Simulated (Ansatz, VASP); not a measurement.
# Cross-check of Ru (Ruthenium) between VASP and Ansatz

Wanted: the spread between two codes on one cell, functional and k mesh. The cell is taken from a series of runs on this material, whose earlier steps may have relaxed, scaled, displaced or heated it; both programs get it as it stands.

Calculated with Ansatz 0.2.0; plane waves, with VASP 6.6.1 beside it; zone-centre phonons at LDA.

**1. Set-up**

The structure is hexagonal, space group P6_3/mmc (No. 194). Conventional cell: a = 2.599 Å, b = 2.599 Å, c = 4.117 Å, α = 90.00°, β = 90.00°, γ = 120.00°. Nearest to Ru lie 12 Ru at 2.55 to 2.60 Å.

**2. Ansatz: zone-centre phonons, LDA**

Ansatz runs on its PAW soft_1 files.

Second derivatives magnify differences that forces hide, and they need a tight electronic threshold.

input.yaml

```yaml
crystal:
  lattice:
    - [2.5986493694, 0.0, 0.0]
    - [-1.2993246847, 2.2504963694, 0.0]
    - [0.0, 0.0, 4.1174443682]
  atoms:
    - { symbol: Ru, position: [0.3333333333, 0.6666666667, 0.25] }
    - { symbol: Ru, position: [0.6666666667, 0.3333333333, 0.75] }
kpoints:
  mp_grid: { grid: [18, 18, 12] }
hamiltonian:
  xc: lda
  pseudopotentials: { kind: paw, azcp: { folder: soft_1 }, xc_functional: pbe }
scf:
  occupations: { method: methfessel_paxton, width: 0.2 }
output:
  eigenvalues: true
phonons:
  method: dfpt
```

On the command line:

```sh
$ ansatz run input.yaml --threads 4 --pin off --max-ram 10240MiB --backend cpu --events-out ev --progress --plain --runs-dir out
```

Numbers of over 12 decimals in the logs are rounded to 6 here.

Log:

```text
zone centre: on kpoints.mp_grid the ground state, and the responses unless they are solved on pairs of k-points, stand on 637 of the mesh's 3888 k-points, reduced under 4 symmetry operations, with k and −k counted as one. Each operation leaves every solved displacement unchanged or reverses it
Engine: ansatz 0.2.0, x86_64-unknown-linux-gnu
Pseudopotentials: kind: paw
Pseudopotential: Ru, paw, valence charge 16, recommended cutoff 420 eV (normal), soft_1/Ru.paw.azcp
Functional definition: SPW92
  exchange = slater_x
  correlation = pw_c
Crystal: 2 atoms, lattice volume = 24.080 Å³
Basis set: ecut = 420 eV, 463 PW (Γ), exchange–correlation on 36×36×60 points (8 copies of the dense FFT grid, shifted against one another)
Bands: 20, of which v1, the nominal top of the filled ones, is band 16 counted from 1 (15 counted from 0)
Symmetry: 24 space group operations
k-points: 637 of 3888 (irreducible under 4 space group operations, time reversal used)
Non-local potential: Ru, projectors of the file, l = 0: 3, l = 1: 2, l = 2: 2, l = 3: 1
PAW form: soft (Blöchl's): semilocal exchange-correlation on the pseudo side does not see the compensation charge
PAW frozen core: Ru, regenerated for the run's functional, and the local potential with it (the file was generated under x = pbe(κ = 0.804, μ = 0.219515), c = pbe(β = 0.066725))
PAW one-centre angular grid: Ru, 590 points (default); XC on 64 Gauss nodes
Initial density: superposition of atomic densities (chi_scale 0.1, normalization cell)
Initial wavefunctions: pseudopotential atomic-orbital guess
Functional: x = slater, c = lda
SCF iter   1: F=—  HF=-11517.750783 eV  |F-HF|=—  |Δ(HF+E_count)|=         —  Δρ=1.30e-1  dr2=3.58e0  ethr=3.10e-3  ⟨swp⟩=5.0  Hψ=113158  notcnv=0  defer=39
automatic band count: the SCF goes on with 24 bands, as 20 were too few: they end inside the smearing window of the response
preconditioner: auto → none  [metal: Δε(μ)=0.018 eV  Ē_g=12.837 eV  σ=0.200 eV  W_gap=0.08  n_scr=8 (ndim 8)  ℏωp=30.3 eV  f_vac=0.000  D(μ)=1.33/eV (n_scr^D=10)  sad-step TF]
SCF iter   2: F=—  HF=-11516.841237 eV  |F-HF|=—  |Δ(HF+E_count)|=   9.10e-1  S|Δr|=    0.00e0  Δρ=7.30e-2  dr2=1.11e0  ethr=3.10e-3  ⟨swp⟩=2.8  Hψ=28722  notcnv=0  defer=1868
SCF iter   3: F=—  HF=-11516.438957 eV  |F-HF|=—  |Δ(HF+E_count)|=   4.02e-1  S|Δr|=    0.00e0  Δρ=3.59e-3  dr2=1.42e-3  ethr=3.10e-3  ⟨swp⟩=2.0  Hψ=21644  notcnv=0  defer=1868
SCF iter   4: F=—  HF=-11516.439446 eV  |F-HF|=—  |Δ(HF+E_count)|=   4.89e-4  S|Δr|=    0.00e0  Δρ=3.72e-4  dr2=9.86e-6  ethr=4.44e-6  ⟨swp⟩=2.3  Hψ=29122  notcnv=0  defer=1773
SCF iter   5: F=—  HF=-11516.439455 eV  |F-HF|=—  |Δ(HF+E_count)|=   9.64e-6  S|Δr|=    0.00e0  Δρ=8.32e-5  dr2=1.18e-6  ethr=3.08e-8  ⟨swp⟩=2.0  Hψ=18990  notcnv=0  defer=1773
SCF iter   6: F=—  HF=-11516.439454 eV  |F-HF|=—  |Δ(HF+E_count)|=   1.37e-6  S|Δr|=    0.00e0  Δρ=9.79e-6  dr2=1.50e-8  ethr=3.70e-9  ⟨swp⟩=2.0  Hψ=21416  notcnv=0  defer=1773
SCF iter   7: F=—  HF=-11516.439454 eV  |F-HF|=—  |Δ(HF+E_count)|=   5.58e-9  S|Δr|=    0.00e0  Δρ=2.30e-6  dr2=7.03e-10  ethr=4.68e-11  ⟨swp⟩=2.4  Hψ=22784  notcnv=0  defer=1773
SCF iter   8: F=-11516.439454 eV  HF=-11516.439454 eV  |F-HF|=0.00e0  |Δ(HF+E_count)|=  2.67e-10  S|Δr|=    0.00e0  Δρ=1.86e-7  dr2=2.41e-12  ethr=1.00e-12  ⟨swp⟩=9.1  Hψ=88470  notcnv=0
SCF 1 converged in 8 iterations: F = -11516.439454 eV  dr2 = 2.41e-12
  greatest PAW one-centre occupation: 1.000 electrons in one spin orbital (limit 2), on the Ru atom at site 1 (counted from 0), in its partial waves of l = 0
DFPT response loops at Γ: preconditioner auto → Kerker (q_TF=auto, 2.861 Å⁻¹) (partly filled bands, converged f_vac=0.000); β = 1.00, the filter's whole step (`scf.mixing.beta` (0.50) is not read by the response loops under this deck's `scf.mixing.preconditioner`; to damp them name `kerker` or `kerker_dos`, under which they read `scf.mixing.beta`, and type it under 1.00, their step now; both keys bind the ground state too); Broyden in place of MSR1
SCF converged after 8 iterations
Stability not checked: this state was not tested for a lower state beside it, because cold or Methfessel-Paxton smearing, or corrected tetrahedra, fill the levels in a way that the test cannot read (fill_not_monotonic; see scf.lower_state_search)
Free energy (F): -11516.439454 eV
Harris-Foulkes:  -11516.439454 eV  (|F-HF|=0.00e0)
Internal energy: -11516.440095 eV  (E = F + TS)
E sigma→0 (E₀):  -11516.439614 eV
Entropy (-TS):   0.000641 eV (0.321 meV/atom)
Fermi energy:    26.662928 eV
Step filling:    the computed levels leave a gap of 0.0000 eV = 0.0 smearing widths at the electron count; against every level under it full and every level over it empty, smearing changes F+E_penalty+E_count by +0.308 meV and its σ→0 estimate by +0.148 meV
--- Per-component energies (eV) ---
  E_band       = -16.445532
  E_kinetic    = 932.905567
  E_local      = -2299.134058  (includes V_loc(G=0)·N_el)
  E_nonlocal   = 837.240436
  E_hartree    = 763.641758
  E_xc         = -342.793884
  E_vxc        = -435.218332  (∫ρ·V_xc dr)
  E_paw        = -6764.860769  (= ΣΔE_a)
  E_vpaw       = -579.523909  (= ΣTr[D̂ρ^β])
  E_aug_tail   = 0.001170  (compensation charges beyond the density's cutoff)
  E_ewald      = -4644.583685
  E_core_change = 1.143369  (= ΣΔE_core)
  E_smearing   = 0.000641  (= −TS)
  E_closure    = -0.000000  (closes the sum)
  Σ components = -11516.439454   (vs F -11516.439454, Δ=0.00e0)
--- Band table (eV; the first three rows and the last of 637) ---
  k-point 0: bands = [... 12 lower, 23.7257, 24.3497, 24.3497, 24.9964, 24.9964, 28.0770, 28.0770, 28.1155, ... 4 higher]
  k-point 1: bands = [... 12 lower, 23.6791, 24.2929, 24.2929, 25.1284, 25.1284, 27.8319, 28.0874, 28.0874, ... 4 higher]
  k-point 2: bands = [... 12 lower, 23.5513, 24.1393, 24.1393, 25.4640, 25.4640, 27.0921, 28.0982, 28.0982, ... 4 higher]
  k-point 636: bands = [... 12 lower, 23.5865, 23.5865, 25.0320, 25.0320, 28.6738, 28.6738, 32.5351, 32.5351, ... 4 higher]
--- Phonons (Γ-DFPT): 2 representative perturbations + reference, on 637 of 3888 k-points (Σ response iterations 6) ---
  k mesh reduced under 4 symmetry operations, with k and −k counted as one. Each operation leaves every solved displacement unchanged or reverses it
  ASR residual: 4.456e-5 → 0.000e0 eV/Å²; symmetrization residual: 6.199e-13 eV/Å²
  ASR residual per site (eV/Å²): 4.46e-5 4.46e-5
  Γ frequencies (cm⁻¹): 0.00 0.00 0.00 237.80 237.80 339.42
  non-analytic LO–TO correction: not included (Born effective charges unavailable; polar crystals: no LO–TO splitting at Γ)
```

Reading the cycles: dr2 is the Hartree energy of the density residual (eV), the measure of convergence; HF is the Harris–Foulkes estimate of the energy, which meets the free energy F at convergence.

**3. VASP: zone-centre phonons, LDA**

The same cell, functional (in two slightly different forms), mesh and smearing now go to VASP, with its own data sets.

Lines of VASP's logs that name or quote its potential files are left out, and so is its time.

INCAR

```
SYSTEM = Ru
PREC = Accurate
ENCUT = 500
EDIFF = 1E-08
NELM = 120
ISMEAR = 1
SIGMA = 0.2
LREAL = .FALSE.
ALGO = Normal
GGA = CA
NBANDS = 20
LASPH = .TRUE.
LORBIT = 11
LWAVE = .FALSE.
LCHARG = .FALSE.
ISIF = 2
IBRION = 8
GGA_COMPAT = .FALSE.
KPAR = 2
```

POSCAR

```
Ru
1.0
    2.5986493694      0.0000000000      0.0000000000
   -1.2993246847      2.2504963694      0.0000000000
    0.0000000000      0.0000000000      4.1174443682
Ru
2
Direct
    0.3333333333      0.6666666667      0.2500000000
    0.6666666667      0.3333333333      0.7500000000
```

KPOINTS

```
Automatic mesh
0
Gamma
18 18 12
0 0 0
```

PAW data sets: Ru_pv (LDA family, release 64).

On the command line:

```sh
$ mpirun -np 2 vasp_std
```

Log:

```text
[banner, memory and clock lines left out]
running    2 mpi-ranks, on    1 nodes
 distrk:  each k-point on    1 cores,    2 groups
 distr:  one band on    1 cores,    1 groups

 POSCAR found type information on POSCAR Ru
 POSCAR found :  1 types and       2 ions
 LDA part: xc-table for (Slater(with rela. corr.)+CA(PZ))
 , standard interpolation
 POSCAR, INCAR and KPOINTS ok, starting setup
 FFT: planning ... GRIDC
 FFT: planning ... GRID_SOFT
 FFT: planning ... GRID
 WAVECAR not read
 entering main loop
       N       E                     dE             d eps       ncg     rms          rms(c)
DAV:   1     0.282508977867E+03    0.28251E+03   -0.17371E+04 10384   0.155E+03
DAV:   2    -0.164959564642E+02   -0.29900E+03   -0.29032E+03 10604   0.462E+02
DAV:   3    -0.224288883281E+02   -0.59329E+01   -0.58965E+01 11908   0.732E+01
DAV:   4    -0.224755729384E+02   -0.46685E-01   -0.46597E-01 12960   0.616E+00
DAV:   5    -0.224762487011E+02   -0.67576E-03   -0.67254E-03 11520   0.656E-01    0.246E+01
DAV:   6    -0.212752118052E+02    0.12010E+01   -0.25941E+00 11928   0.161E+01    0.826E+00
DAV:   7    -0.211612850471E+02    0.11393E+00   -0.54900E-01 11524   0.576E+00    0.141E+00
DAV:   8    -0.211498070438E+02    0.11478E-01   -0.39093E-02 11472   0.220E+00    0.126E-01
DAV:   9    -0.211492587739E+02    0.54827E-03   -0.14207E-03 11740   0.425E-01    0.298E-02
DAV:  10    -0.211492833033E+02   -0.24529E-04   -0.58608E-05 11740   0.748E-02    0.170E-02
DAV:  11    -0.211492801180E+02    0.31852E-05   -0.15349E-05 11276   0.409E-02    0.194E-03
DAV:  12    -0.211492801341E+02   -0.16051E-07   -0.81417E-08 12048   0.333E-03    0.853E-04
DAV:  13    -0.211492801400E+02   -0.59003E-08   -0.17946E-09  6996   0.391E-04
   1 F= -.21149280E+02 E0= -.21149486E+02  d E =0.616703E-03
 Linear response reoptimize wavefunctions to high precision
DAV:   1    -0.211492801413E+02   -0.13652E-08   -0.38458E-10  6636   0.175E-04
DAV:   2    -0.211492801414E+02   -0.20464E-10   -0.24860E-11  5968   0.522E-05
 Linear response DOF=           2
 Linear response progress:
  Degree of freedom:   1/  2
       N       E                     dE             d eps       ncg     rms          rms(c)
RMM:   1    -0.495784620732E+00   -0.49578E+00    0.32699E+00 46361   0.591E+01
RMM:   2    -0.598172867506E+00   -0.10239E+00   -0.11247E-01 63543   0.283E+00    0.148E-01
RMM:   3    -0.596788836520E+00    0.13840E-02   -0.34437E-03 71951   0.507E-01    0.664E-02
RMM:   4    -0.595597020512E+00    0.11918E-02   -0.43489E-04 72526   0.169E-01    0.248E-02
RMM:   5    -0.595400062706E+00    0.19696E-03   -0.57726E-05 89433   0.438E-02    0.964E-03
RMM:   6    -0.595318471853E+00    0.81591E-04   -0.33583E-05 77697   0.116E-02    0.292E-03
RMM:   7    -0.595320860439E+00   -0.23886E-05   -0.33960E-05 80000   0.531E-03    0.746E-04
RMM:   8    -0.595342557294E+00   -0.21697E-04   -0.23856E-05 91366   0.207E-03    0.319E-04
RMM:   9    -0.595348571843E+00   -0.60145E-05   -0.12476E-05 87030   0.859E-04    0.561E-05
RMM:  10    -0.595348903299E+00   -0.33146E-06   -0.74529E-06 98413   0.411E-04    0.185E-05
RMM:  11    -0.595349173459E+00   -0.27016E-06   -0.39701E-06 82608   0.218E-04    0.772E-06
RMM:  12    -0.595349148192E+00    0.25267E-07   -0.23080E-06 91425   0.125E-04    0.375E-06
RMM:  13    -0.595349126713E+00    0.21478E-07   -0.13735E-06 87477   0.791E-05    0.116E-06
RMM:  14    -0.595349136319E+00   -0.96059E-08   -0.75809E-07 90397   0.537E-05    0.800E-07
RMM:  15    -0.595349153422E+00   -0.17103E-07   -0.39169E-07 80690   0.403E-05    0.172E-07
RMM:  16    -0.595349157286E+00   -0.38633E-08   -0.30905E-07 55396   0.306E-05    0.423E-07
RMM:  17    -0.595349158188E+00   -0.90226E-09   -0.16576E-07 45727   0.256E-05    0.293E-07
RMM:  18    -0.595349161737E+00   -0.35490E-08   -0.10862E-07 46144   0.228E-05    0.249E-07
RMM:  19    -0.595349164555E+00   -0.28181E-08   -0.74681E-08 48078   0.210E-05    0.186E-07
 first order change of Fermi-energy  -0.39498E-05
 force on displaced ion       1 direction 1 : -10.560   0.001   0.000
 Linear response progress:
  Degree of freedom:   2/  2
       N       E                     dE             d eps       ncg     rms          rms(c)
RMM:   1    -0.621806592203E+00   -0.62181E+00    0.39309E+00 15978   0.601E+01
RMM:   2    -0.738162383450E+00   -0.11636E+00   -0.13119E-01 22040   0.300E+00    0.148E-01
RMM:   3    -0.737951955378E+00    0.21043E-03   -0.85001E-04 24915   0.474E-01    0.753E-02
RMM:   4    -0.737459568536E+00    0.49239E-03   -0.17136E-04 24432   0.163E-01    0.215E-02
RMM:   5    -0.737309975212E+00    0.14959E-03    0.43405E-04 29574   0.516E-02    0.135E-02
RMM:   6    -0.737244205590E+00    0.65770E-04    0.12427E-04 27391   0.145E-02    0.443E-03
RMM:   7    -0.737241972673E+00    0.22329E-05    0.29747E-05 26433   0.748E-03    0.330E-03
RMM:   8    -0.737240775375E+00    0.11973E-05    0.20274E-05 26102   0.437E-03    0.684E-04
RMM:   9    -0.737249645278E+00   -0.88699E-05    0.97038E-06 28782   0.204E-03    0.143E-04
RMM:  10    -0.737251532747E+00   -0.18875E-05    0.14615E-05 29380   0.757E-04    0.350E-05
RMM:  11    -0.737253478995E+00   -0.19462E-05    0.86636E-07 30420   0.319E-04    0.111E-05
RMM:  12    -0.737253659663E+00   -0.18067E-06    0.55357E-07 29575   0.185E-04    0.587E-06
RMM:  13    -0.737253738913E+00   -0.79250E-07    0.59187E-07 28980   0.121E-04    0.156E-06
RMM:  14    -0.737253753485E+00   -0.14572E-07    0.77736E-07 31735   0.765E-05    0.165E-06
RMM:  15    -0.737253884199E+00   -0.13071E-06   -0.19166E-07 28096   0.550E-05    0.135E-06
RMM:  16    -0.737253883910E+00    0.28900E-09    0.12217E-07 28838   0.427E-05    0.795E-07
RMM:  17    -0.737253945688E+00   -0.61779E-07   -0.18841E-07 28210   0.359E-05    0.455E-07
RMM:  18    -0.737253911330E+00    0.34359E-07    0.13177E-07 22667   0.288E-05    0.388E-07
RMM:  19    -0.737253946687E+00   -0.35358E-07   -0.14175E-07 19974   0.247E-05    0.176E-07
RMM:  20    -0.737253932608E+00    0.14080E-07    0.26070E-08 13608   0.223E-05    0.237E-07
RMM:  21    -0.737253945413E+00   -0.12805E-07   -0.94487E-08 11666   0.209E-05    0.304E-07
RMM:  22    -0.737253935191E+00    0.10222E-07    0.73670E-09 11272   0.199E-05    0.395E-07
RMM:  23    -0.737253940260E+00   -0.50695E-08   -0.44178E-08 10994   0.193E-05    0.440E-07
 first order change of Fermi-energy   0.85951E-04
 force on displaced ion       1 direction 3 :  -0.000  -0.000 -21.918
 Linear response finished
```

(Part 1 of 2 ends here.)

[Lines on the potential files, build, host, timing and source positions are cut from VASP's logs without a mark.]

[Logs are printed without paths, hosts, clocks, repeated set-up lines and the standing remarks that a program may print on its own settings, such as how far it seeks lower states.]

[Hosts, paths, dates, database ids (printed as entryN), source tags and the programs' standing remarks are cut or masked in the printed files.]
